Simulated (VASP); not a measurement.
The system is LiTiB4.

```xyz
6
Lattice="3.0210 0.0000 0.0000 -1.5105 2.6162 0.0000 0.0000 0.0000 6.7608" Properties=species:S:1:pos:R:3 pbc="T T T"
Li    0.0000    0.0000    3.3804
Ti    0.0000    0.0000    0.0000
B     0.0000    1.7442    5.1879
B     1.5105    0.8721    5.1879
B     0.0000    1.7442    1.5730
B     1.5105    0.8721    1.5730
```

The cell was built by a generator and needn't be a form met in nature.

| Item | Value |
| --- | --- |
| Program | VASP 6.6.1 |
| Task | relaxation of cell and atoms |
| Functional | LDA |
| Potentials or basis | VASP PAW LDA potentials, release 64 (Li_sv, Ti_sv, B) |
| Cutoff | 600 eV |
| k mesh | 7 × 7 × 3 |
| Occupations | fermi-dirac, width 0.05 eV |
| Spin | no spin polarisation |

At the start: pressure -8.1 GPa; volume 8.91 Å³/atom.

Task: How do energy, volume and symmetry change on relaxing?

Result: Over 9 steps the energy falls by 11.3 meV/atom and the volume is 8.45 Å³/atom (-5.2 %); space group P6/mmm (No. 191, to 0.05 Å).

Step by step:
```csv
step,energy change (eV),largest force (eV/Å),pressure (GPa),volume (Å³)
1,0.0000,0.2063,-8.15,53.43
2,-0.0372,0.1776,5.51,50.01
3,-0.0590,0.0221,-0.01,51.27
4,-0.0643,0.0670,-0.19,51.13
5,-0.0649,0.0851,-0.24,51.08
6,-0.0662,0.0651,-0.13,50.96
7,-0.0677,0.0072,0.18,50.61
8,-0.0677,0.0092,-0.14,50.71
9,-0.0678,0.0034,-0.04,50.68
```

Final structure:
```
CELL_PARAMETERS angstrom
2.98862 0.00001 0.00000
-1.49430 2.58823 0.00000
0.00000 0.00000 6.55170
ATOMIC_POSITIONS crystal
Li 0.00000 0.00000 0.50000
Ti 0.00000 0.00000 0.00000
B 0.33333 0.66667 0.76551
B 0.66667 0.33333 0.76551
B 0.33333 0.66667 0.23449
B 0.66667 0.33333 0.23449
```

Caveat: the cutoff is under 1.25 times the usual one of these potentials, so pressure, stress and relaxed cells hold a basis-set (Pulay) error.
